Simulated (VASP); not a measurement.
BeC2:

```
Be C
1.0
    -1.55687    1.55687    2.57731
     1.55687   -1.55687    2.57731
     1.55687    1.55687   -2.57731
Be C
1 2
Direct
  0.00000 0.00000 0.00000
  0.59789 0.59789 0.00000
  0.40211 0.40211 0.00000
```

The cell comes from a database or a generator and needn't be the stable form of this composition.

| Quantity | Value |
| --- | --- |
| Program | VASP 6.6.1 |
| Task | relaxation of cell and atoms |
| Functional | PBE |
| Potentials or basis | VASP PAW PBE potentials, release 64 (Be, C) |
| Cutoff | 600 eV |
| k mesh | 8 × 8 × 8 |
| Occupations | gaussian, width 0.1 eV |
| Spin | no spin polarisation |

At the start: pressure 84.7 GPa; volume 8.33 Å³/atom.

Question: Where does the relaxation end?

Answer: Over 29 steps the energy falls by 621.7 meV/atom and the volume is 7.60 Å³/atom (-8.7 %); space group I4/mmm (No. 139, to 0.05 Å).

Step by step:
| step | energy change (eV) | largest force (eV/Å) | pressure (GPa) | volume (Å³) |
| --- | --- | --- | --- | --- |
| 1 | 0.0000 | 43.5009 | 84.75 | 24.99 |
| 2 | 7617.9266 | 101869.3213 | 10743.79 | 41.64 |
| 3 | 14.1108 | 1.1876 | -18.85 | 100.67 |
| 4 | 13.5622 | 0.4715 | -19.07 | 98.92 |
| 5 | 12.7396 | 1.0728 | -19.80 | 92.54 |
| 6 | 2.4770 | 9.0232 | -29.27 | 65.76 |
| 7 | 0.1380 | 10.4285 | -4.80 | 53.38 |
| 8 | 4.1503 | 1.9586 | -32.71 | 47.43 |
| 9 | -1.6413 | 6.2580 | -22.16 | 28.00 |
| 10 | 1550.4180 | 12635.4688 | 86547.69 | 1.65 |
| 11 | 10.3553 | 28.9839 | 93.37 | 27.68 |
| 12 | 5.7061 | 19.1927 | 49.38 | 28.60 |
| 13 | 0.6488 | 6.7668 | -11.31 | 30.71 |
| 14 | 0.0859 | 4.5541 | -22.48 | 31.43 |
| 15 | -0.1402 | 2.8164 | -30.42 | 32.13 |
| 16 | -0.1531 | 2.5277 | -31.61 | 32.26 |
| 17 | -0.3573 | 2.4040 | -30.84 | 31.53 |
| 18 | -0.9055 | 1.9722 | -27.49 | 29.41 |
| 19 | -1.6533 | 0.9700 | -14.73 | 25.45 |
| 20 | -1.1411 | 0.7678 | 56.12 | 18.62 |
| 21 | -1.8153 | 0.8868 | 2.39 | 22.90 |
| 22 | -1.8154 | 0.8038 | 4.73 | 22.63 |
| 23 | -1.8515 | 0.1411 | 2.65 | 22.62 |
| 24 | -1.8568 | 0.1385 | 1.65 | 22.61 |
| 25 | -1.8570 | 0.1731 | 1.49 | 22.61 |
| 26 | -1.8570 | 0.1870 | 1.41 | 22.61 |
| 27 | -1.8600 | 0.1642 | 0.75 | 22.68 |
| 28 | -1.8644 | 0.0441 | -1.21 | 22.90 |
| 29 | -1.8650 | 0.0171 | -0.45 | 22.81 |

Final structure:
```cif
data_structure
_symmetry_space_group_name_H-M 'P 1'
_symmetry_Int_Tables_number 1
_cell_length_a 4.2263
_cell_length_b 4.2263
_cell_length_c 4.2263
_cell_angle_alpha 146.573
_cell_angle_beta 146.573
_cell_angle_gamma 47.997
_cell_volume 22.81
loop_
_atom_site_label
_atom_site_type_symbol
_atom_site_fract_x
_atom_site_fract_y
_atom_site_fract_z
_atom_site_occupancy
Be1 Be 0.00000 0.00000 0.00000 1
C1 C 0.22185 0.22185 0.00000 1
C2 C 0.77815 0.77815 0.00000 1
```

Caveat: the standard files for N, O and F lose accuracy on very short bonds.
